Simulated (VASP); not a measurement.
These are HSEsol screened hybrid, VASP's PBE PAW potentials (set 64) (plane waves; VASP) values and carry that method's errors.

The input files of a VASP run:

### POSCAR
```
CdSe
1
    0.0000000000     3.0716743058     3.0716743058
    3.0716743058     0.0000000000     3.0716743058
    3.0716743058     3.0716743058     0.0000000000
Cd Se
1 1
Direct
  0.0000000000   0.0000000000   0.0000000000
  0.2500000000   0.2500000000   0.2500000000
```

### INCAR
```
SYSTEM = CdSe
PREC = Accurate; ENCUT = 520; LREAL = F
LASPH = T; ISYM = 3
EDIFF = 1E-6; NELM = 60; ALGO = Normal
LMAXMIX = 4
ISMEAR = 0; SIGMA = 0.05
GGA = PS; LHFCALC = T; AEXX = 0.25
HFSCREEN = 0.2; PRECFOCK = Fast
ISIF = 2
LWAVE = F; LCHARG = F
```

File KPOINTS:
```
Automatic mesh
0
Gamma
6 6 6
0 0 0
```

POTCAR, in this order: Cd Se (PBE.64 set). Program: vasp_std. Read from the step before: WAVECAR.

What VASP printed:

File OSZICAR:
```
       N       E                     dE             d eps       ncg     rms          rms(c)
DAV:   1    -0.732094978417E+01   -0.73209E+01   -0.36257E-01   416   0.580E+00    0.166E+00
DAV:   2    -0.732580510527E+01   -0.48553E-02   -0.23876E-02   471   0.207E+00    0.109E+00
DAV:   3    -0.732520450541E+01    0.60060E-03   -0.10991E-03   466   0.447E-01    0.651E-01
DAV:   4    -0.732497074416E+01    0.23376E-03   -0.12910E-04   466   0.132E-01    0.379E-01
DAV:   5    -0.732489561014E+01    0.75134E-04   -0.37689E-05   446   0.598E-02    0.218E-01
DAV:   6    -0.732487238978E+01    0.23220E-04   -0.10822E-05   446   0.316E-02    0.126E-01
DAV:   7    -0.732486426691E+01    0.81229E-05   -0.28184E-06   431   0.164E-02    0.728E-02
DAV:   8    -0.732486166624E+01    0.26007E-05   -0.11052E-06   356   0.954E-03    0.420E-02
DAV:   9    -0.732486065468E+01    0.10116E-05   -0.42246E-07   218   0.568E-03    0.244E-02
DAV:  10    -0.732486042340E+01    0.23127E-06   -0.18218E-07   208   0.376E-03
   1 F= -.73248604E+01 E0= -.73248604E+01  d E =-.541833E-14
```

OUTCAR:
```
------------------------ aborting loop because EDIFF is reached ----------------------------------------
  FORCE on cell =-STRESS in cart. coord.  units (eV):
  Direction    XX          YY          ZZ          XY          YZ          ZX
  --------------------------------------------------------------------------------------
  Total       -0.6263714     -0.6263714     -0.6263714      0.0000000      0.0000000     -0.0000000
  in kB      -17.3135840    -17.3135840    -17.3135840      0.0000000      0.0000000     -0.0000000
  external PRESSURE =     -17.3135840 kB  Pullay stress =       0.0000000 kB
  volume of cell :       57.96
      direct lattice vectors                 reciprocal lattice vectors
     0.000000000  3.071674306  3.071674306    -0.162777674  0.162777674  0.162777674
     3.071674306  0.000000000  3.071674306     0.162777674 -0.162777674  0.162777674
     3.071674306  3.071674306  0.000000000     0.162777674  0.162777674 -0.162777674
  FREE ENERGIE OF THE ION-ELECTRON SYSTEM (eV)
  ---------------------------------------------------
  free  energy   TOTEN  =        -7.3248604234 eV

  energy  without entropy=       -7.3248604234  energy(sigma->0) =       -7.32486042

  exchange ACFDT corr.  =         0.00000000  see jH, gK, PRB 81, 115126
```
(Selected blocks of OUTCAR.)

The compound is CdSe in the zinc blende structure, whereas wurtzite is the usual form. This cell is one point of a volume scan, at 0.97 of the reference volume. The cell's shape comes from a PBE relaxation.
